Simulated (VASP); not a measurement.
Method: PBEsol GGA, VASP's PBE PAW potentials (set 64) (plane waves; VASP 6.6.1).

A VASP calculation is set up with these files.

INCAR:
```
SYSTEM  =  Tb
PREC  =  Accurate; ENCUT  =  400; LREAL  =  F
LASPH  =  T
EDIFF  =  1E-7; NELM  =  100; ALGO  =  Normal
LMAXMIX  =  6
ISMEAR  =  -5
GGA  =  PS
ISIF  =  2
LWAVE  =  F; LCHARG  =  T; LORBIT  =  11
NEDOS  =  601
```

### KPOINTS
```
K-points
0
Gamma
  15 15 15
0 0 0
```

File POSCAR:
```
Tb
1.0
 -1.9641801819   1.9641801819   1.9641801819
  1.9641801819  -1.9641801819   1.9641801819
  1.9641801819   1.9641801819  -1.9641801819
Tb
1
Cartesian
  0.0000000000   0.0000000000   0.0000000000
```

POTCAR, in this order: Tb_3 (PBE.64 set). Program: vasp_std.

The 4f electrons are frozen in the core of the lanthanide potential, so 4f levels, which can set the real gap, and their magnetism are missing.

Question: Estimate the energy per atom (σ→0), band gap (on the k-mesh).

Answer: 
```json
{
  "energy per atom (σ→0)": "-4.857 eV/atom",
  "band gap (on the k-mesh)": "none (metal, semimetal or under 0.01 eV)"
}
```

File OSZICAR:
```
...
DAV:   6    -0.485330247055E+01    0.27349E-02   -0.15123E-02  2416   0.105E+00    0.101E+01
DAV:   7    -0.485694700500E+01   -0.36445E-02   -0.24464E-02  2480   0.133E+00    0.148E-01
DAV:   8    -0.485662774212E+01    0.31926E-03   -0.11645E-03  2168   0.294E-01    0.274E-02
DAV:   9    -0.485662892049E+01   -0.11784E-05   -0.36662E-05  3032   0.607E-02    0.125E-02
DAV:  10    -0.485662956531E+01   -0.64481E-06   -0.36065E-06  2128   0.165E-02    0.120E-02
DAV:  11    -0.485662889282E+01    0.67248E-06   -0.52223E-07  2280   0.604E-03    0.776E-04
DAV:  12    -0.485662886787E+01    0.24950E-07   -0.15902E-08  1232   0.133E-03
   1 F= -.48566289E+01 E0= -.48566289E+01  d E =0.000000E+00
```

The structure was generated: Tb was put into the bcc type (Im-3m), which need not be its known phase. It was relaxed first, which changed the volume by -5 %.
